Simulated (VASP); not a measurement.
# Pt2F (Fm-3m) in VASP: a series of runs

Runs on Pt2F. Level: PBE. Tasks: relaxation of cell and atoms.

All numbers are computed with VASP 6.6.1; they aren't measurements. Logs are shortened: lines on timing, memory, paths and dates and some standing lists are left out, and cuts for length are marked.

## 1. Starting point

Symmetry: Fm-3m, No. 225, cubic system. Conventional cell: a = 5.705 Å, b = 5.705 Å, c = 5.705 Å, α = 90.00°, β = 90.00°, γ = 90.00°. Around Pt (site symmetry -43m) lie 4 F at 2.47 Å. F (site symmetry m-3m) is surrounded by 8 Pt at 2.47 Å.

The cell was built by a generator and needn't be a form met in nature.

## 2. Relaxation of cell and atoms, PBE, target pressure 2 GPa, at which the enthalpy is minimised

INCAR reads:

```
PREC = Accurate
ENCUT = 600
EDIFF = 1E-6
ISMEAR = -1
SIGMA = 0.05
LREAL = F
LASPH = T
NELM = 80
ALGO = Normal
ISIF = 3
LWAVE = F
LCHARG = F
GGA = PE
IBRION = 2
NSW = 60
EDIFFG = -0.005
PSTRESS = 20
```

KPOINTS reads:

```
Automatic mesh
0
Gamma
  8 8 8
```

POSCAR reads:

```
Pt2F
1.0
    0.0000000000      2.8524300000      2.8524300000
    2.8524300000      0.0000000000      2.8524300000
    2.8524300000      2.8524300000      0.0000000000
Pt F
2 1
Direct
    0.2500000000      0.2500000000      0.2500000000
    0.7500000000      0.7500000000      0.7500000000
    0.0000000000      0.0000000000      0.0000000000
```

Potentials or basis: VASP PAW PBE potentials, release 64 (Pt, F).

On the command line:

```bash
> cat potpaw_PBE.64/Pt/POTCAR potpaw_PBE.64/F/POTCAR > POTCAR
> mpirun -np 1 vasp_std > vasp.out
```

OUTCAR:

```text
PREC = Accurate
   ENCUT = 600
   EDIFF = 1E-6
   ISMEAR = -1
   LREAL = F
   LASPH = T
   NELM = 80
   ISIF = 3
   GGA = PE
   IBRION = 2
   NSW = 60
   EDIFFG = -0.005
   PSTRESS = 20

 ion  position               nearest neighbor table
   1  0.250  0.250  0.250-   3 2.47   3 2.47   3 2.47   3 2.47   2 2.85   2 2.85   2 2.85   2 2.85
                             2 2.85   2 2.85
   2  0.750  0.750  0.750-   3 2.47   3 2.47   3 2.47   3 2.47   1 2.85   1 2.85   1 2.85   1 2.85
                             1 2.85   1 2.85
   3  0.000  0.000  0.000-   2 2.47   2 2.47   2 2.47   1 2.47   2 2.47   1 2.47   1 2.47   1 2.47

  LATTYP: Found a face centered cubic cell.
 ALAT       =     5.7048600000

  Lattice vectors:

 A1 = (   0.0000000000,   2.8524300000,   2.8524300000)
 A2 = (   2.8524300000,   0.0000000000,   2.8524300000)
 A3 = (   2.8524300000,   2.8524300000,   0.0000000000)

Analysis of symmetry for initial positions (statically):
=====================================================================
 Subroutine PRICEL returns:
 Original cell was already a primitive cell.

 Routine SETGRP: Setting up the symmetry group for a
 face centered cubic supercell.

 Subroutine GETGRP returns: Found 48 space group operations
 (whereof 48 operations were pure point group operations)
 out of a pool of 48 trial point group operations.

The static configuration has the point symmetry O_h .

Analysis of symmetry for dynamics (positions and initial velocities):
=====================================================================
 Subroutine PRICEL returns:
 Original cell was already a primitive cell.

 Routine SETGRP: Setting up the symmetry group for a
 face centered cubic supercell.

 Subroutine GETGRP returns: Found 48 space group operations
 (whereof 48 operations were pure point group operations)
 out of a pool of 48 trial point group operations.

The dynamic configuration has the point symmetry O_h .

 Subroutine INISYM returns: Found 48 space group operations
 (whereof 48 operations are pure point group operations),
 and found     1 'primitive' translations

----------------------------------------------------------------------------------------

                                     Primitive cell

  volume of cell :      46.4168

  direct lattice vectors                    reciprocal lattice vectors
     0.000000000  2.852430000  2.852430000    -0.175289139  0.175289139  0.175289139
     2.852430000  0.000000000  2.852430000     0.175289139 -0.175289139  0.175289139
     2.852430000  2.852430000  0.000000000     0.175289139  0.175289139 -0.175289139

  length of vectors
     4.033945192  4.033945192  4.033945192     0.303609696  0.303609696  0.303609696

  position of ions in fractional coordinates (direct lattice)
     0.250000000  0.250000000  0.250000000
     0.750000000  0.750000000  0.750000000
     0.000000000  0.000000000  0.000000000

  ion indices of the primitive-cell ions
   primitive index   ion index
                 1           1
                 2           2
                 3           3

----------------------------------------------------------------------------------------

 KPOINTS: Automatic mesh

Automatic generation of k-mesh.
 Grid dimensions read from file:
 generate k-points for:    8    8    8

 Generating k-lattice:

  Cartesian coordinates                     Fractional coordinates (reciprocal lattice)
    -0.021911142  0.021911142  0.021911142     0.125000000  0.000000000  0.000000000
     0.021911142 -0.021911142  0.021911142     0.000000000  0.125000000  0.000000000
     0.021911142  0.021911142 -0.021911142     0.000000000  0.000000000  0.125000000

  Length of vectors
     0.037951212  0.037951212  0.037951212

  Shift w.r.t. Gamma in fractional coordinates (k-lattice)
     0.000000000  0.000000000  0.000000000

 Subroutine IBZKPT returns following result:
 ===========================================

 Found     29 irreducible k-points:

 Following reciprocal coordinates:
            Coordinates               Weight
  0.000000  0.000000  0.000000      1.000000
  0.125000  0.000000  0.000000      8.000000
  0.250000  0.000000  0.000000      8.000000
  0.375000  0.000000  0.000000      8.000000
  0.500000  0.000000  0.000000      4.000000
  0.125000  0.125000  0.000000      6.000000
[... 16 lines left out ...]
  0.500000  0.250000  0.125000     48.000000
 -0.375000  0.250000  0.125000     24.000000
 [... further k-points ...]
   k-points           NKPTS =     29   k-points in BZ     NKDIM =     29   number of bands    NBANDS=     17
   number of dos      NEDOS =    301   number of ions     NIONS =      3
   total plane-waves  NPLWV =  32768
   dimension x,y,z NGX =    32 NGY =   32 NGZ =   32
   dimension x,y,z NGXF=    64 NGYF=   64 NGZF=   64
   ions per type =               2   1
   NGX,Y,Z   is equivalent  to a cutoff of  13.19, 13.19, 13.19 a.u.
   NGXF,Y,Z  is equivalent  to a cutoff of  26.38, 26.38, 26.38 a.u.
 SYSTEM =  unknown system
   PREC   = accura    normal or accurate (medium, high low for compatibility)
   ISTART =      0    job   : 0-new  1-cont  2-samecut
   ICHARG =      2    charge: 1-file 2-atom 10-const
   ISPIN  =      1    spin polarized calculation?
   LNONCOLLINEAR =      F non collinear calculations
   LSORBIT =      F    spin-orbit coupling
   LASPH  =      T    aspherical Exc in radial PAW
   ENCUT  =  600.0 eV  44.10 Ry    6.64 a.u.   8.06  8.06  8.06*2*pi/ulx,y,z
   NELM   =     80;   NELMIN=  2; NELMDL= -5     # of ELM steps
   EDIFF  = 0.1E-05   stopping-criterion for ELM
   LREAL  =      F    real-space projection
   EDIFFG = -.5E-02   stopping-criterion for IOM
   NSW    =     60    number of steps for IOM
   IBRION =      2    ionic relax: 0-MD 1-quasi-New 2-CG
   NFREE  =      1    steps in history (QN), initial steepest desc. (CG)
   ISIF   =      3    stress and relaxation
   ISYM   =      2    0-nonsym 1-usesym 2-fastsym
   POTIM  = 0.5000    time-step for ionic-motion
   TEBEG  =    0.0;   TEEND  =   0.0 temperature during run
   PSTRESS=   20.0 pullay stress
   NELECT =      27.0000    total number of electrons
   NUPDOWN=      -1.0000    fix difference up-down
   EMIN   =  10.00;   EMAX   =-10.00  energy-range for DOS
   EFERMI =   0.00;   METHOD = LEGACY
   ISMEAR =    -1;   SIGMA  =   0.05  broadening in eV -4-tet -1-fermi 0-gaus
   EFERMI_NEDOS =   21; number of points for ismear=-14 and -15
   IALGO  =     38    algorithm
   IMIX   =      4    mixing-type and parameters
     AMIX     =   0.40;   BMIX     =  1.00
     AMIX_MAG =   1.60;   BMIX_MAG =  1.00
  volume/ion in A,a.u.               =      15.47       104.41
  Fermi-wavevector in a.u.,A,eV,Ry     =   1.366588  2.582478 25.409752  1.867564
  Thomas-Fermi vector in A             =   2.492716
   LORBIT       =      0    0 simple, 1 ext, 2 COOP (PROOUT), +10 PAW based schemes
   GGA     = PE    functional components
   LHFCALC =     F    Hartree Fock is set to
   AEXX    =    0.0000 exact exchange contribution
   IVDW    =     0    specifies the selected vdW correction
   LEPSILON=     F    determine dielectric tensor
   LRPA    =     F    only Hartree local field effects (RPA)
 conjugate gradient relaxation of ions
 non-spin polarized calculation
  energy-cutoff  :      600.00
  volume of cell :       46.42
 maximum number of plane-waves:      1572
   NGX = 17   NGY = 17   NGZ = 17

--------------------------------------- Ionic step        1  -------------------------------------------

 number of electron      26.9999998 magnetization

 Free energy of the ion-electron system (eV)
  ---------------------------------------------------
  ext. energy  EPLUGINS =         0.00000000
  ---------------------------------------------------
  free energy    TOTEN  =       -11.90295628 eV

  energy without entropy =      -11.83795740  energy(sigma->0) =      -11.87045684

------------------------ aborting loop because EDIFF is reached ----------------------------------------

  FORCE on cell =-STRESS in cart. coord.  units (eV):
  Direction    XX          YY          ZZ          XY          YZ          ZX
  --------------------------------------------------------------------------------------
  -------------------------------------------------------------------------------------
  Total       -0.0604788     -0.0604788     -0.0604788      0.0000000      0.0000000      0.0000000
  in kB       -2.0875592     -2.0875592     -2.0875592      0.0000000      0.0000000      0.0000000
  external PRESSURE =     -22.0875592 kB  Pullay stress =      20.0000000 kB

 VOLUME and BASIS-vectors are now :
 -----------------------------------------------------------------------------
  energy-cutoff  :      600.00
  volume of cell :       46.42
      direct lattice vectors                 reciprocal lattice vectors
     0.000000000  2.852430000  2.852430000    -0.175289139  0.175289139  0.175289139
     2.852430000  0.000000000  2.852430000     0.175289139 -0.175289139  0.175289139
     2.852430000  2.852430000  0.000000000     0.175289139  0.175289139 -0.175289139
[... 48 lines left out ...]
  FREE ENERGIE OF THE ION-ELECTRON SYSTEM (eV)
  ---------------------------------------------------
  free  energy   TOTEN  =       -11.8858450311 eV

  energy  without entropy=      -11.8232509055  energy(sigma->0) =      -11.85454797

  enthalpy is  TOTEN    =       -11.3241273921 eV   P V=        0.5617176390

--------------------------------------- Ionic step        3  -------------------------------------------

 number of electron      27.0000001 magnetization

 Free energy of the ion-electron system (eV)
  ---------------------------------------------------
  ext. energy  EPLUGINS =         0.00000000
  ---------------------------------------------------
  free energy    TOTEN  =       -11.89893449 eV

  energy without entropy =      -11.83518346  energy(sigma->0) =      -11.86705898

 E-fermi :   6.4819     XC(G=0): -11.9199

 val. band max:        6.4777074616   @ k =   0.2500   0.0000   0.0000
 cond. band min:       6.4818760204   @ k =  -0.3750   0.3750   0.1250
 fundamental gap:      0.0041685588
 Fermi energy:         6.4818556115

 k-point     1 :       0.0000    0.0000    0.0000
  band No.  band energies     occupation
      1     -17.1494      2.00000
      2      -0.0751      2.00000
      3      -0.0751      2.00000
      4      -0.0751      2.00000
      5       1.3232      2.00000
      6       2.2772      2.00000
[... 9 lines left out ...]
     16      14.4967      0.00000
     17      14.4967      0.00000
[... 441 lines left out ...]
 k-point    24 :      -0.3750    0.2500    0.1250
  band No.  band energies     occupation
      1     -17.0752      2.00000
      2      -0.0903      2.00000
      3       0.1354      2.00000
      4       0.4934      2.00000
      5       3.4847      2.00000
      6       3.5140      2.00000
[... 9 lines left out ...]
     16       8.8320      0.00000
     17      13.7461      0.00000

 [... further k-points ...]

------------------------ aborting loop because EDIFF is reached ----------------------------------------

  FORCE on cell =-STRESS in cart. coord.  units (eV):
  Direction    XX          YY          ZZ          XY          YZ          ZX
  --------------------------------------------------------------------------------------
  -------------------------------------------------------------------------------------
  Total        0.5678018      0.5678018      0.5678018     -0.0000000     -0.0000000     -0.0000000
  in kB       19.9166721     19.9166721     19.9166721     -0.0000000     -0.0000000     -0.0000000
  external PRESSURE =      -0.0833279 kB  Pullay stress =      20.0000000 kB

 VOLUME and BASIS-vectors are now :
 -----------------------------------------------------------------------------
  energy-cutoff  :      600.00
  volume of cell :       45.68
      direct lattice vectors                 reciprocal lattice vectors
     0.000000000  2.837179776  2.837179776    -0.176231342  0.176231342  0.176231342
     2.837179776 -0.000000000  2.837179776     0.176231342 -0.176231342  0.176231342
     2.837179776  2.837179776  0.000000000     0.176231342  0.176231342 -0.176231342

 POSITION                                       TOTAL-FORCE (eV/Angst)
 -----------------------------------------------------------------------------------
      1.41859      1.41859      1.41859        -0.000000     -0.000000     -0.000000
      4.25577      4.25577      4.25577        -0.000000      0.000000     -0.000000
      0.00000      0.00000      0.00000         0.000000      0.000000      0.000000
 -----------------------------------------------------------------------------------
    total drift:                                0.000000     -0.000000      0.000000

  FREE ENERGIE OF THE ION-ELECTRON SYSTEM (eV)
  ---------------------------------------------------
  free  energy   TOTEN  =       -11.8989344932 eV

  energy  without entropy=      -11.8351834579  energy(sigma->0) =      -11.86705898

  enthalpy is  TOTEN    =       -11.3287571248 eV   P V=        0.5701773684

 reached required accuracy - stopping structural energy minimisation
```

Run time: 29 s. Hardware: 1 thread of AMD EPYC 9R45 (Zen 5), shared host; peak memory 0.17 GiB.

Results:

- Free energy: -11.8989 eV
- Relaxed volume: 15.23 Å³/atom
- Relaxed cell: a = 4.012 Å, b = 4.012 Å, c = 4.012 Å, α = 60.00°, β = 60.00°, γ = 60.00°
- Space group after relaxing (to 0.05 Å): Fm-3m (No. 225)
- Energy change on relaxing (the enthalpy is what falls): +1.3 meV/atom
- Ionic steps: 3
- Pressure after relaxing: 2.0 GPa
- Band gap on the k mesh: none (metal or under the smearing width)

Step by step:
```tsv
step	energy change (eV)	largest force (eV/Å)	pressure (GPa)	volume (Å³)
1	0.0000	0.0000	-0.21	46.42
2	0.0171	0.0000	4.22	45.00
3	0.0040	0.0000	1.99	45.68
```

Final structure:
```
CELL_PARAMETERS angstrom
0.00000 2.83718 2.83718
2.83718 0.00000 2.83718
2.83718 2.83718 0.00000
ATOMIC_POSITIONS crystal
Pt 0.25000 0.25000 0.25000
Pt 0.75000 0.75000 0.75000
F 0.00000 0.00000 0.00000
```

Levels at points of the mesh, in eV from the Fermi level:
```tsv
k point	band 11	band 12	band 13	band 14	band 15	band 16
(0.00, 0.00, 0.00)	-0.05	-0.05	-0.05	1.17	1.17	8.01
(0.50, 0.00, 0.00)	-1.58	-1.54	-0.69	-0.10	-0.10	1.59
(0.50, 0.50, 0.00)	-0.93	-0.93	0.11	1.08	2.29	3.86
```

Caveat: the cell is relaxed towards a set pressure, so the enthalpy falls and the energy may rise; an odd number of electrons without spin polarisation forces a metal; a magnetic or distorted state may lie lower.

## 3. Relaxation of cell and atoms, PBE, target pressure 5 GPa, at which the enthalpy is minimised

Edit INCAR of step 2 so:

```diff
@@ -16,2 +16,2 @@
 EDIFFG = -0.005
-PSTRESS = 20
+PSTRESS = 50
```

KPOINTS is that of step 2.

POSCAR is that of step 2.

Potentials or basis: VASP PAW PBE potentials, release 64 (Pt, F).

On the command line:

```bash
> cat potpaw_PBE.64/Pt/POTCAR potpaw_PBE.64/F/POTCAR > POTCAR
> mpirun -np 1 vasp_std > vasp.out
```

Run time: 30 s. Hardware: 1 thread of AMD EPYC 9R45 (Zen 5), shared host; peak memory 0.17 GiB.

Results (log left out):

```yaml
Free_energy: -11.8799 eV
Relaxed_volume: 14.93 Å³/atom
Relaxed_cell: a = 3.986 Å, b = 3.986 Å, c = 3.986 Å, α = 60.00°, β = 60.00°, γ = 60.00°
Space_group_after_relaxing_to_0.05_Å: Fm-3m (No. 225)
Energy_change_on_relaxing_the_enthalpy_is_what_falls: +7.7 meV/atom
Ionic_steps: 3
Pressure_after_relaxing: 5.0 GPa
Band_gap_on_the_k_mesh: none (metal or under the smearing width)
```

The path:
| step | energy change (eV) | largest force (eV/Å) | pressure (GPa) | volume (Å³) |
| --- | --- | --- | --- | --- |
| 1 | 0.0000 | 0.0000 | -0.21 | 46.42 |
| 2 | 0.1083 | 0.0000 | 11.62 | 43.12 |
| 3 | 0.0231 | 0.0000 | 4.95 | 44.79 |

Final structure:
```xyz
3
Lattice="0.0000 2.8187 2.8187 2.8187 0.0000 2.8187 2.8187 2.8187 0.0000" Properties=species:S:1:pos:R:3 pbc="T T T"
Pt    1.4094    1.4094    1.4094
Pt    4.2281    4.2281    4.2281
F     0.0000    0.0000    0.0000
```

Levels at points of the mesh, in eV from the Fermi level:
```tsv
k point	band 9	band 10	band 11	band 12	band 13	band 14	band 15	band 16	band 17
(0.00, 0.00, 0.00)	-1.10	-1.10	-0.04	-0.04	-0.04	1.22	1.22	8.08	8.08
(0.50, 0.00, 0.00)	-1.98	-1.63	-1.63	-1.58	-0.72	-0.10	-0.10	1.62	10.87
(0.50, 0.50, 0.00)	-1.29	-1.29	-0.97	-0.97	0.12	1.12	2.28	3.96	6.65
```

Caveat: the cell is relaxed towards a set pressure, so the enthalpy falls and the energy may rise; an odd number of electrons without spin polarisation forces a metal; a magnetic or distorted state may lie lower. The run has no spin-orbit coupling, so splittings on Pt are missing.

## 4. Relaxation of cell and atoms, PBE, target pressure 10 GPa, at which the enthalpy is minimised

Edit INCAR of step 3 so:

```diff
@@ -16,2 +16,2 @@
 EDIFFG = -0.005
-PSTRESS = 50
+PSTRESS = 100
```

KPOINTS is that of step 3.

POSCAR is that of step 3.

On the command line:

```bash
> cat potpaw_PBE.64/Pt/POTCAR potpaw_PBE.64/F/POTCAR > POTCAR
> mpirun -np 1 vasp_std > vasp.out
```

It took 39 s on 1 thread of AMD EPYC 9R45 (Zen 5), shared host; peak memory 0.17 GiB.

The run converged. Its results:

| Item | Value |
| --- | --- |
| Free energy | -11.8199 eV |
| Relaxed volume | 14.50 Å³/atom |
| Relaxed cell | a = 3.947 Å, b = 3.947 Å, c = 3.947 Å, α = 60.00°, β = 60.00°, γ = 60.00° |
| Space group after relaxing (to 0.05 Å) | Fm-3m (No. 225) |
| Energy change on relaxing (the enthalpy is what falls) | +27.7 meV/atom |
| Ionic steps | 4 |
| Pressure after relaxing | 10.0 GPa |
| Band gap on the k mesh | none (metal or under the smearing width) |

Step by step:
```
step  energy change (eV)  largest force (eV/Å)  pressure (GPa)  volume (Å³)
   1              0.0000                0.0000           -0.21        46.42
   2              0.4740                0.0000           28.35        40.10
   3              0.0796                0.0000            9.79        43.55
   4              0.0830                0.0000           10.01        43.49
```

Final structure:
```
Pt F
1.0
     0.00000    2.79125    2.79125
     2.79125    0.00000    2.79125
     2.79125    2.79125    0.00000
Pt F
2 1
Direct
  0.25000 0.25000 0.25000
  0.75000 0.75000 0.75000
  0.00000 0.00000 0.00000
```

Levels at points of the mesh, in eV from the Fermi level:
```csv
k point,band 10,band 11,band 12,band 13,band 14,band 15,band 16,band 17
"(0.00, 0.00, 0.00)",-1.15,-0.04,-0.04,-0.04,1.29,1.29,8.17,8.17
"(0.50, 0.00, 0.00)",-1.72,-1.72,-1.63,-0.77,-0.10,-0.10,1.65,11.05
"(0.50, 0.50, 0.00)",-1.36,-1.02,-1.02,0.13,1.19,2.26,4.12,6.82
```

Caveat: the cell is relaxed towards a set pressure, so the enthalpy falls and the energy may rise; an odd number of electrons without spin polarisation forces a metal; a magnetic or distorted state may lie lower.

[end of part 1 of 2]
